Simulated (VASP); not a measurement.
# RbZnCl3 (Pm-3m) in VASP: notebook

One crystal, RbZnCl3, is run at these levels: PBE, r2SCAN; tasks: single point.

All numbers are computed with VASP 6.6.1; they aren't measurements. Logs are shortened: lines on timing, memory, paths and dates and some standing lists are left out, and cuts for length are marked.

**1. Starting point**

Symmetry: Pm-3m, No. 221, cubic system. The conventional cell has a = 4.938 Å, b = 4.938 Å, c = 4.938 Å, α = 90.00°, β = 90.00°, γ = 90.00°. Rb (site symmetry m-3m) has 12 Cl at 3.49 Å as nearest neighbours. Zn (site symmetry m-3m) has 6 Cl at 2.47 Å as nearest neighbours. Cl (site symmetry 4/mmm) is surrounded by 2 Zn at 2.47 Å.

The cell was built by a generator and needn't be a form met in nature.

**2. Single point, PBE**

Input file INCAR:

```
SYSTEM = RbZnCl3
PREC = Accurate ; ENCUT = 520
EDIFF = 1E-6 ; ISMEAR = -1
SIGMA = 0.02 ; LREAL = .False.
LASPH = .True. ; NELM = 100
ALGO = Fast ; ISIF = 2
LWAVE = .False. ; LCHARG = .False.
GGA = PE ; NBANDS = 29
```

Input file KPOINTS:

```
regular mesh
0
Gamma
  6 6 6
  0 0 0
```

Input file POSCAR:

```
RbZnCl3
1.0
    4.9380677922      0.0000000000      0.0000000000
    0.0000000000      4.9380677922      0.0000000000
    0.0000000000      0.0000000000      4.9380677922
Rb Zn Cl
1 1 3
Direct
    0.0000000000      0.0000000000      0.0000000000
    0.5000000000      0.5000000000      0.5000000000
    0.5000000000      0.5000000000      0.0000000000
    0.5000000000      0.0000000000      0.5000000000
    0.0000000000      0.5000000000      0.5000000000
```

Potentials or basis: VASP PAW PBE potentials, release 64 (Rb_sv, Zn, Cl).

The run is started by

```bash
$ cat potpaw_PBE.64/Rb_sv/POTCAR potpaw_PBE.64/Zn/POTCAR potpaw_PBE.64/Cl/POTCAR > POTCAR
$ mpirun -np 1 vasp_std > vasp.out
```

OUTCAR:

```text
SYSTEM = RbZnCl3
   PREC = Accurate
   ENCUT = 520
   EDIFF = 1E-6
   ISMEAR = -1
   LREAL = .False.
   LASPH = .True.
   NELM = 100
   ISIF = 2
   GGA = PE

 ion  position               nearest neighbor table
   1  0.000  0.000  0.000-   3 3.49   4 3.49   5 3.49   4 3.49   5 3.49   3 3.49   5 3.49   5 3.49
                             3 3.49   4 3.49   4 3.49   3 3.49   2 4.28   2 4.28   2 4.28   2 4.28
   2  0.500  0.500  0.500-   3 2.47   4 2.47   5 2.47   3 2.47   4 2.47   5 2.47   1 4.28   1 4.28
                             1 4.28   1 4.28   1 4.28   1 4.28   1 4.28   1 4.28
   3  0.500  0.500  0.000-   2 2.47   2 2.47   1 3.49   1 3.49   1 3.49   1 3.49
   4  0.500  0.000  0.500-   2 2.47   2 2.47   1 3.49   1 3.49   1 3.49   1 3.49
   5  0.000  0.500  0.500-   2 2.47   2 2.47   1 3.49   1 3.49   1 3.49   1 3.49

  LATTYP: Found a simple cubic cell.
 ALAT       =     4.9380677922

  Lattice vectors:

 A1 = (   4.9380677922,   0.0000000000,   0.0000000000)
 A2 = (   0.0000000000,   4.9380677922,   0.0000000000)
 A3 = (   0.0000000000,   0.0000000000,   4.9380677922)

Analysis of symmetry for initial positions (statically):
=====================================================================
 Subroutine PRICEL returns:
 Original cell was already a primitive cell.

 Routine SETGRP: Setting up the symmetry group for a
 simple cubic supercell.

 Subroutine GETGRP returns: Found 48 space group operations
 (whereof 48 operations were pure point group operations)
 out of a pool of 48 trial point group operations.

The static configuration has the point symmetry O_h .

Analysis of symmetry for dynamics (positions and initial velocities):
=====================================================================
 Subroutine PRICEL returns:
 Original cell was already a primitive cell.

 Routine SETGRP: Setting up the symmetry group for a
 simple cubic supercell.

 Subroutine GETGRP returns: Found 48 space group operations
 (whereof 48 operations were pure point group operations)
 out of a pool of 48 trial point group operations.

The dynamic configuration has the point symmetry O_h .

 Subroutine INISYM returns: Found 48 space group operations
 (whereof 48 operations are pure point group operations),
 and found     1 'primitive' translations

----------------------------------------------------------------------------------------

                                     Primitive cell

  volume of cell :     120.4124

  direct lattice vectors                    reciprocal lattice vectors
     4.938067792  0.000000000  0.000000000     0.202508358  0.000000000  0.000000000
     0.000000000  4.938067792  0.000000000     0.000000000  0.202508358  0.000000000
     0.000000000  0.000000000  4.938067792     0.000000000  0.000000000  0.202508358

  length of vectors
     4.938067792  4.938067792  4.938067792     0.202508358  0.202508358  0.202508358

  position of ions in fractional coordinates (direct lattice)
     0.000000000  0.000000000  0.000000000
     0.500000000  0.500000000  0.500000000
     0.500000000  0.500000000  0.000000000
     0.500000000  0.000000000  0.500000000
     0.000000000  0.500000000  0.500000000

  ion indices of the primitive-cell ions
   primitive index   ion index
                 1           1
                 2           2
                 3           3
                 4           4
                 5           5

----------------------------------------------------------------------------------------

 KPOINTS: regular mesh

Automatic generation of k-mesh.
 Grid dimensions read from file:
 generate k-points for:    6    6    6

 Generating k-lattice:

  Cartesian coordinates                     Fractional coordinates (reciprocal lattice)
     0.033751393  0.000000000  0.000000000     0.166666667  0.000000000  0.000000000
     0.000000000  0.033751393  0.000000000     0.000000000  0.166666667  0.000000000
     0.000000000  0.000000000  0.033751393     0.000000000  0.000000000  0.166666667

  Length of vectors
     0.033751393  0.033751393  0.033751393

  Shift w.r.t. Gamma in fractional coordinates (k-lattice)
     0.000000000  0.000000000  0.000000000

 Subroutine IBZKPT returns following result:
 ===========================================

 Found     20 irreducible k-points:

 Following reciprocal coordinates:
            Coordinates               Weight
  0.000000  0.000000  0.000000      1.000000
  0.166667  0.000000  0.000000      6.000000
  0.333333  0.000000  0.000000      6.000000
  0.500000  0.000000  0.000000      3.000000
  0.166667  0.166667  0.000000     12.000000
  0.333333  0.166667  0.000000     24.000000
[... 12 lines left out ...]
  0.500000  0.500000  0.333333      6.000000
  0.500000  0.500000  0.500000      1.000000
   k-points           NKPTS =     20   k-points in BZ     NKDIM =     20   number of bands    NBANDS=     29
   number of dos      NEDOS =    301   number of ions     NIONS =      5
   total plane-waves  NPLWV =  64000
   dimension x,y,z NGX =    40 NGY =   40 NGZ =   40
   dimension x,y,z NGXF=    80 NGYF=   80 NGZF=   80
   ions per type =               1   1   3
   NGX,Y,Z   is equivalent  to a cutoff of  13.47, 13.47, 13.47 a.u.
   NGXF,Y,Z  is equivalent  to a cutoff of  26.93, 26.93, 26.93 a.u.
 SYSTEM =  RbZnCl3
   PREC   = accura    normal or accurate (medium, high low for compatibility)
   ISTART =      0    job   : 0-new  1-cont  2-samecut
   ICHARG =      2    charge: 1-file 2-atom 10-const
   ISPIN  =      1    spin polarized calculation?
   LNONCOLLINEAR =      F non collinear calculations
   LSORBIT =      F    spin-orbit coupling
   LASPH  =      T    aspherical Exc in radial PAW
   ENCUT  =  520.0 eV  38.22 Ry    6.18 a.u.   9.18  9.18  9.18*2*pi/ulx,y,z
   NELM   =    100;   NELMIN=  2; NELMDL= -5     # of ELM steps
   EDIFF  = 0.1E-05   stopping-criterion for ELM
   LREAL  =      F    real-space projection
   EDIFFG = 0.1E-04   stopping-criterion for IOM
   NSW    =      0    number of steps for IOM
   IBRION =     -1    ionic relax: 0-MD 1-quasi-New 2-CG
   NFREE  =      0    steps in history (QN), initial steepest desc. (CG)
   ISIF   =      2    stress and relaxation
   ISYM   =      2    0-nonsym 1-usesym 2-fastsym
   POTIM  = 0.5000    time-step for ionic-motion
   TEBEG  =    0.0;   TEEND  =   0.0 temperature during run
   PSTRESS=    0.0 pullay stress
   NELECT =      42.0000    total number of electrons
   NUPDOWN=      -1.0000    fix difference up-down
   EMIN   =  10.00;   EMAX   =-10.00  energy-range for DOS
   EFERMI =   0.00;   METHOD = LEGACY
   ISMEAR =    -1;   SIGMA  =   0.02  broadening in eV -4-tet -1-fermi 0-gaus
   EFERMI_NEDOS =   21; number of points for ismear=-14 and -15
   IALGO  =     68    algorithm
   IMIX   =      4    mixing-type and parameters
     AMIX     =   0.40;   BMIX     =  1.00
     AMIX_MAG =   1.60;   BMIX_MAG =  1.00
  volume/ion in A,a.u.               =      24.08       162.52
  Fermi-wavevector in a.u.,A,eV,Ry     =   1.152394  2.177708 18.068690  1.328011
  Thomas-Fermi vector in A             =   2.289045
   LORBIT       =      0    0 simple, 1 ext, 2 COOP (PROOUT), +10 PAW based schemes
   GGA     = PE    functional components
   LHFCALC =     F    Hartree Fock is set to
   AEXX    =    0.0000 exact exchange contribution
   IVDW    =     0    specifies the selected vdW correction
   LEPSILON=     F    determine dielectric tensor
   LRPA    =     F    only Hartree local field effects (RPA)
 non-spin polarized calculation
 RMM-DIIS sequential band-by-band and
  energy-cutoff  :      520.00
  volume of cell :      120.41
 maximum number of plane-waves:      3268
 NGX is ok and might be reduce to    40
   NGX = 19   NGY = 19   NGZ = 19

 number of electron      41.9999992 magnetization

 Free energy of the ion-electron system (eV)
  ---------------------------------------------------
  ext. energy  EPLUGINS =         0.00000000
  ---------------------------------------------------
  free energy    TOTEN  =       -14.60969437 eV

  energy without entropy =      -14.60969437  energy(sigma->0) =      -14.60969437

 E-fermi :   0.5981     XC(G=0):  -8.8724

 val. band max:        0.1232005012   @ k =   0.5000   0.5000   0.5000
 cond. band min:       1.6656389154   @ k =   0.0000   0.0000   0.0000
 fundamental gap:      1.5424384142
 Fermi energy:         0.5980910038

 k-point     1 :       0.0000    0.0000    0.0000
  band No.  band energies     occupation
      1     -23.9975      2.00000
      2     -13.7730      2.00000
      3     -12.8181      2.00000
      4     -12.8181      2.00000
      5      -8.1333      2.00000
      6      -8.1333      2.00000
[... 21 lines left out ...]
     28       8.0554      0.00000
     29      11.7980      0.00000

 k-point     2 :       0.1667    0.0000    0.0000
  band No.  band energies     occupation
      1     -23.9967      2.00000
      2     -13.7244      2.00000
      3     -12.8687      2.00000
      4     -12.8157      2.00000
      5      -8.1268      2.00000
      6      -8.1268      2.00000
[... 21 lines left out ...]
     28       8.3825      0.00000
     29      11.3073      0.00000

 k-point     3 :       0.3333    0.0000    0.0000
  band No.  band energies     occupation
      1     -23.9952      2.00000
      2     -13.6046      2.00000
      3     -12.9917      2.00000
      4     -12.8108      2.00000
      5      -8.1135      2.00000
      6      -8.1135      2.00000
[... 21 lines left out ...]
     28       9.2621      0.00000
     29      10.3630      0.00000

 k-point     4 :       0.5000    0.0000    0.0000
  band No.  band energies     occupation
      1     -23.9945      2.00000
      2     -13.5217      2.00000
      3     -13.0760      2.00000
      4     -12.8083      2.00000
      5      -8.1069      2.00000
      6      -8.1069      2.00000
[... 469 lines left out ...]
     28       9.8746      0.00000
     29       9.9523      0.00000

 k-point    19 :       0.5000    0.5000    0.3333
  band No.  band energies     occupation
      1     -23.9902      2.00000
      2     -13.0839      2.00000
      3     -13.0626      2.00000
      4     -13.0626      2.00000
      5      -8.1921      2.00000
      6      -8.1921      2.00000
[... 21 lines left out ...]
     28       9.4571      0.00000
     29      10.2431      0.00000

 k-point    20 :       0.5000    0.5000    0.5000
  band No.  band energies     occupation
      1     -23.9897      2.00000
      2     -13.0550      2.00000
      3     -13.0550      2.00000
      4     -13.0550      2.00000
      5      -8.2151      2.00000
      6      -8.2151      2.00000
[... 21 lines left out ...]
     28       9.3570      0.00000
     29       9.3573      0.00000

------------------------ aborting loop because EDIFF is reached ----------------------------------------

  FORCE on cell =-STRESS in cart. coord.  units (eV):
  Direction    XX          YY          ZZ          XY          YZ          ZX
  --------------------------------------------------------------------------------------
  -------------------------------------------------------------------------------------
  Total        1.2505581      1.2505581      1.2505581     -0.0000000      0.0000000      0.0000000
  in kB       16.6396169     16.6396169     16.6396169     -0.0000000      0.0000000      0.0000000
  external PRESSURE =      16.6396169 kB  Pullay stress =       0.0000000 kB

 VOLUME and BASIS-vectors are now :
 -----------------------------------------------------------------------------
  energy-cutoff  :      520.00
  volume of cell :      120.41
      direct lattice vectors                 reciprocal lattice vectors
     4.938067792  0.000000000  0.000000000     0.202508358  0.000000000  0.000000000
     0.000000000  4.938067792  0.000000000     0.000000000  0.202508358  0.000000000
     0.000000000  0.000000000  4.938067792     0.000000000  0.000000000  0.202508358

 POSITION                                       TOTAL-FORCE (eV/Angst)
 -----------------------------------------------------------------------------------
      0.00000      0.00000      0.00000         0.000000      0.000000      0.000000
      2.46903      2.46903      2.46903         0.000000      0.000000      0.000000
      2.46903      2.46903      0.00000         0.000000      0.000000      0.000000
      2.46903      0.00000      2.46903         0.000000      0.000000      0.000000
      0.00000      2.46903      2.46903         0.000000      0.000000      0.000000
 -----------------------------------------------------------------------------------
    total drift:                               -0.000000      0.000000     -0.000000

  FREE ENERGIE OF THE ION-ELECTRON SYSTEM (eV)
  ---------------------------------------------------
  free  energy   TOTEN  =       -14.6096943660 eV

  energy  without entropy=      -14.6096943660  energy(sigma->0) =      -14.60969437
```

It took 54 s on 1 thread of Intel Xeon 6975P-C (Granite Rapids), shared host; peak memory 0.27 GiB.

What came out:

| Quantity | Value |
| --- | --- |
| Free energy | -14.6097 eV |
| Pressure | 1.7 GPa |
| Band gap on the k mesh | 1.54 eV, indirect (least direct gap 1.97 eV) |

Levels at points of the mesh, in eV from the valence-band top:
| k point | band 17 | band 18 | band 19 | band 20 | band 21 | band 22 | band 23 | band 24 | band 25 | band 26 |
| --- | --- | --- | --- | --- | --- | --- | --- | --- | --- | --- |
| (0.00, 0.00, 0.00) | -0.78 | -0.78 | -0.42 | -0.42 | -0.42 | 1.54 | 5.93 | 6.92 | 6.92 | 7.93 |
| (0.50, 0.00, 0.00) | -1.05 | -0.96 | -0.96 | -0.66 | -0.66 | 4.46 | 7.72 | 8.32 | 8.49 | 8.64 |
| (0.50, 0.50, 0.00) | -1.16 | -1.10 | -1.10 | -0.07 | -0.02 | 6.36 | 7.48 | 7.48 | 9.07 | 9.09 |
| (0.50, 0.50, 0.50) | -0.05 | -0.05 | 0.00 | 0.00 | 0.00 | 6.34 | 6.34 | 6.34 | 7.29 | 8.44 |

A k mesh can miss the band edges. A hybrid or GW would open this gap; PBE tends to underestimate it.

**3. Single point, r2SCAN (hydrostatic strain -4.0%)**

Input file INCAR:

```
SYSTEM = RbZnCl3
ALGO = Normal
EDIFF = 1E-7
ENCUT = 520
ISIF = 2
ISMEAR = 0
LASPH = .True.
LCHARG = .False.
LMIXTAU = .True.
LREAL = .False.
LWAVE = .False.
METAGGA = R2SCAN
NBANDS = 29
NELM = 100
PREC = Accurate
SIGMA = 0.01
```

Input file KPOINTS:

```
k-points
0
Gamma
  6 6 6
  0 0 0
```

POSCAR: that of step 2 with these lines changed.

```diff
@@ -2,5 +2,5 @@
 1.0
-    4.9380677922      0.0000000000      0.0000000000
-    0.0000000000      4.9380677922      0.0000000000
-    0.0000000000      0.0000000000      4.9380677922
+    4.7405450805      0.0000000000      0.0000000000
+    0.0000000000      4.7405450805      0.0000000000
+    0.0000000000      0.0000000000      4.7405450805
 Rb Zn Cl
```

Potentials or basis: VASP PAW PBE potentials, release 64 (Rb_sv, Zn, Cl).

The run is started by

```bash
$ cat potpaw_PBE.64/Rb_sv/POTCAR potpaw_PBE.64/Zn/POTCAR potpaw_PBE.64/Cl/POTCAR > POTCAR
$ mpirun -np 1 vasp_std > vasp.out
```

Run time: 2.3 min. Hardware: 1 thread of Intel Xeon 6975P-C (Granite Rapids), shared host; peak memory 0.24 GiB.

Results (log left out):

```yaml
Free_energy: -49.1707 eV
Pressure: 7.0 GPa
Band_gap_on_the_k_mesh: 2.45 eV, indirect (least direct gap 3.10 eV)
```

Levels at points of the mesh, in eV from the valence-band top:
| k point | band 19 | band 20 | band 21 | band 22 | band 23 | band 24 |
| --- | --- | --- | --- | --- | --- | --- |
| (0.00, 0.00, 0.00) | -0.65 | -0.65 | -0.65 | 2.45 | 6.87 | 7.08 |
| (0.50, 0.00, 0.00) | -1.34 | -0.99 | -0.99 | 5.67 | 8.36 | 9.02 |
| (0.50, 0.50, 0.00) | -1.54 | -0.21 | -0.02 | 7.86 | 8.37 | 8.37 |
| (0.50, 0.50, 0.50) | -0.18 | 0.00 | 0.00 | 7.09 | 7.09 | 7.09 |

Caveat: the PAW data sets were made with another functional, which shifts forces and pressure a little. A k mesh can miss the band edges.

**4. Single point, PBE (epitaxial_xy strain -2.0%)**

Input file INCAR:

```
SYSTEM = RbZnCl3
PREC = Accurate
ENCUT = 520
EDIFF = 1E-6
ISMEAR = -1
SIGMA = 0.02
LREAL = .False.
LASPH = .True.
NELM = 60
ALGO = Normal
ISIF = 2
LWAVE = .False.
LCHARG = .True.
GGA = PE
LELF = .True.
LVHAR = .True.
NBANDS = 29
```

Input file KPOINTS:

```
Automatic mesh
0
Gamma
  6 6 6
  0 0 0
```

POSCAR: that of step 3 with these lines changed.

```diff
@@ -2,5 +2,5 @@
 1.0
-    4.7405450805      0.0000000000      0.0000000000
-    0.0000000000      4.7405450805      0.0000000000
-    0.0000000000      0.0000000000      4.7405450805
+    4.8393064364      0.0000000000      0.0000000000
+    0.0000000000      4.8393064364      0.0000000000
+    0.0000000000      0.0000000000      5.0343336492
 Rb Zn Cl
```

The run is started by

```bash
$ cat potpaw_PBE.64/Rb_sv/POTCAR potpaw_PBE.64/Zn/POTCAR potpaw_PBE.64/Cl/POTCAR > POTCAR
$ mpirun -np 1 vasp_std > vasp.out
```

It took 73 s on 1 thread of Intel Xeon 6975P-C (Granite Rapids), shared host; peak memory 0.28 GiB.

Results (log left out):

```yaml
Free_energy: -14.5599 eV
Pressure: 2.7 GPa
Band_gap_on_the_k_mesh: 1.57 eV, indirect (least direct gap 2.03 eV)
```

Stress tensor (GPa, compression positive):
```
3.25 0.00 0.00
0.00 3.25 0.00
0.00 0.00 1.64
```

Levels at points of the mesh, in eV from the valence-band top:
| k point | band 19 | band 20 | band 21 | band 22 | band 23 | band 24 |
| --- | --- | --- | --- | --- | --- | --- |
| (0.00, 0.00, 0.00) | -0.49 | -0.49 | -0.46 | 1.57 | 5.93 | 6.76 |
| (0.50, 0.00, 0.00) | -1.07 | -0.75 | -0.71 | 4.70 | 7.76 | 8.34 |
| (0.50, 0.50, 0.00) | -1.13 | -0.03 | -0.01 | 6.73 | 7.53 | 7.53 |
| (0.00, 0.00, 0.50) | -0.95 | -0.72 | -0.72 | 4.23 | 7.61 | 8.22 |
| (0.50, 0.00, 0.50) | -1.12 | -0.13 | -0.11 | 6.38 | 7.25 | 7.69 |
| (0.50, 0.50, 0.50) | -0.08 | -0.01 | 0.00 | 6.06 | 6.44 | 6.44 |

A k mesh can miss the band edges.

**5. The runs side by side**

```csv
level,cell,smearing,gap on the mesh (eV),pressure (GPa)
PBE,as given,fermi-dirac 0.02 eV,1.54,1.7
r2SCAN,hydrostatic strain -4.0%,gaussian 0.01 eV,2.45,7.0
PBE,epitaxial_xy strain -2.0%,fermi-dirac 0.02 eV,1.57,2.7
```

Alike in all rows: task single point; potentials or basis VASP PAW PBE potentials, release 64 (Rb_sv, Zn, Cl); no spin polarisation; k mesh 6 × 6 × 6; cutoff (eV) 520.

Caveats: the PAW data sets were made with another functional, which shifts forces and pressure a little (some runs).

Total energies depend on the potentials used, so only differences within one code and one set of settings carry meaning.
